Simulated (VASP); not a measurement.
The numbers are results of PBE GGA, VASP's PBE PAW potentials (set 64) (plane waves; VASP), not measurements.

VASP ran on this input.

### INCAR
```
SYSTEM = TiSe
PREC = Accurate
ENCUT = 400
EDIFF = 1E-6
NELM = 100
ALGO = Normal
LREAL = .FALSE.
LASPH = .TRUE.
ISMEAR = 1
SIGMA = 0.1
GGA = PE
LMAXMIX = 4
LWAVE = .FALSE.
LCHARG = .FALSE.
IBRION = 2
ISIF = 3
NSW = 60
EDIFFG = -0.01
```

File KPOINTS:
```
K-points
0
gamma
  10 10 10
0 0 0
```

**POSCAR**
```
TiSe
1.0
  3.2048676564   0.0000000000   0.0000000000
  0.0000000000   3.2048676564   0.0000000000
  0.0000000000   0.0000000000   3.2048676564
Ti Se
1 1
Cartesian
  0.0000000000   0.0000000000   0.0000000000
  1.6024338282   1.6024338282   1.6024338282
```

POTCAR, in this order: Ti_sv Se (PBE.64 set). Program: vasp_std.

The run wrote:

**OSZICAR**
```
       N       E                     dE             d eps       ncg     rms          rms(c)
DAV:   1     0.126676041252E+03    0.12668E+03   -0.79708E+03  1466   0.126E+03
DAV:   2    -0.439453360527E+01   -0.13107E+03   -0.12807E+03  1514   0.345E+02
DAV:   3    -0.141475274267E+02   -0.97530E+01   -0.90924E+01  2085   0.896E+01
DAV:   4    -0.145093233926E+02   -0.36180E+00   -0.36087E+00  1826   0.160E+01
DAV:   5    -0.145238565704E+02   -0.14533E-01   -0.14531E-01  2129   0.266E+00    0.969E+00
DAV:   6    -0.131102297116E+02    0.14136E+01   -0.86505E+00  2090   0.333E+01    0.354E+00
DAV:   7    -0.130282714303E+02    0.81958E-01   -0.69372E-01  1872   0.981E+00    0.222E+00
DAV:   8    -0.130249261640E+02    0.33453E-02   -0.13522E-01  1669   0.385E+00    0.663E-01
DAV:   9    -0.130187369203E+02    0.61892E-02   -0.36201E-02  1779   0.241E+00    0.167E-01
DAV:  10    -0.130188666931E+02   -0.12977E-03   -0.12951E-03  1824   0.345E-01    0.816E-02
DAV:  11    -0.130188095601E+02    0.57133E-04   -0.58809E-04  1910   0.275E-01    0.379E-02
DAV:  12    -0.130187986045E+02    0.10956E-04   -0.33264E-05  1762   0.631E-02    0.164E-02
DAV:  13    -0.130187971459E+02    0.14587E-05   -0.34848E-06  1635   0.177E-02    0.177E-03
DAV:  14    -0.130187971620E+02   -0.16159E-07   -0.19414E-07   733   0.423E-03
   1 F= -.13018797E+02 E0= -.13019034E+02  d E =-.130188E+02
       N       E                     dE             d eps       ncg     rms          rms(c)
DAV:   1    -0.130225258900E+02   -0.37287E-02   -0.83876E-02  1566   0.397E+00    0.514E-01
DAV:   2    -0.130193319382E+02    0.31940E-02   -0.19593E-02  1736   0.182E+00    0.131E-01
DAV:   3    -0.130187835429E+02    0.54840E-03   -0.17665E-03  1738   0.431E-01    0.604E-02
DAV:   4    -0.130187602364E+02    0.23307E-04   -0.74135E-04  1601   0.229E-01    0.329E-02
DAV:   5    -0.130188023025E+02   -0.42066E-04   -0.93126E-05  2032   0.676E-02    0.159E-02
DAV:   6    -0.130188177878E+02   -0.15485E-04   -0.20850E-05  2022   0.224E-02    0.137E-02
DAV:   7    -0.130188270572E+02   -0.92694E-05   -0.13024E-05  2055   0.325E-02    0.494E-03
DAV:   8    -0.130188270089E+02    0.48319E-07   -0.32480E-06  1525   0.165E-02
   2 F= -.13018827E+02 E0= -.13019073E+02  d E =-.298469E-04
       N       E                     dE             d eps       ncg     rms          rms(c)
DAV:   1    -0.130195566132E+02   -0.72956E-03   -0.15473E-02  1566   0.171E+00    0.222E-01
DAV:   2    -0.130189723757E+02    0.58424E-03   -0.36963E-03  1736   0.788E-01    0.567E-02
DAV:   3    -0.130188681768E+02    0.10420E-03   -0.33453E-04  1746   0.189E-01    0.259E-02
DAV:   4    -0.130188622716E+02    0.59052E-05   -0.13663E-04  1606   0.967E-02    0.139E-02
DAV:   5    -0.130188680571E+02   -0.57855E-05   -0.16928E-05  2005   0.282E-02    0.690E-03
DAV:   6    -0.130188699630E+02   -0.19059E-05   -0.34866E-06  1546   0.905E-03    0.555E-03
DAV:   7    -0.130188705247E+02   -0.56165E-06   -0.25497E-06  1720   0.124E-02
   3 F= -.13018871E+02 E0= -.13019113E+02  d E =-.733626E-04
```

File OUTCAR:
```
------------------------ aborting loop because EDIFF is reached ----------------------------------------
  FORCE on cell =-STRESS in cart. coord.  units (eV):
  Direction    XX          YY          ZZ          XY          YZ          ZX
  --------------------------------------------------------------------------------------
  Total        0.0091285      0.0091285      0.0091285     -0.0000000     -0.0000000      0.0000000
  in kB        0.4454063      0.4454063      0.4454063     -0.0000000     -0.0000000      0.0000000
  external PRESSURE =       0.4454063 kB  Pullay stress =       0.0000000 kB
  volume of cell :       32.84
      direct lattice vectors                 reciprocal lattice vectors
     3.202221287  0.000000000 -0.000000000     0.312283228  0.000000000  0.000000000
    -0.000000000  3.202221287  0.000000000    -0.000000000  0.312283228  0.000000000
     0.000000000 -0.000000000  3.202221287     0.000000000 -0.000000000  0.312283228
 POSITION                                       TOTAL-FORCE (eV/Angst)
 -----------------------------------------------------------------------------------
      0.00000      0.00000      0.00000         0.000000     -0.000000      0.000000
      1.60111      1.60111      1.60111        -0.000000      0.000000      0.000000
 -----------------------------------------------------------------------------------
    total drift:                                0.000000      0.000000      0.000000
  FREE ENERGIE OF THE ION-ELECTRON SYSTEM (eV)
  ---------------------------------------------------
  free  energy   TOTEN  =       -13.0188705247 eV

  energy  without entropy=      -13.0195974405  energy(sigma->0) =      -13.01911283

 reached required accuracy - stopping structural energy minimisation
```
(Selected blocks of OUTCAR.)

CONTCAR:
```
TiSe
   1.00000000000000
     3.2022212874033840    0.0000000000000000   -0.0000000000000000
    -0.0000000000000000    3.2022212874033840    0.0000000000000000
     0.0000000000000000   -0.0000000000000000    3.2022212874033840
  Ti              Se
     1     1
Direct
     0.0000000000000000    0.0000000000000000    0.0000000000000000
     0.5000000000000000    0.5000000000000000    0.5000000000000000
```

The structure was generated: TiSe was put into the CsCl type type (Pm-3m), which need not be its known phase. This run relaxes it. Symmetry was kept, so distortions that lower it aren't found. The start is the result of an earlier pass.
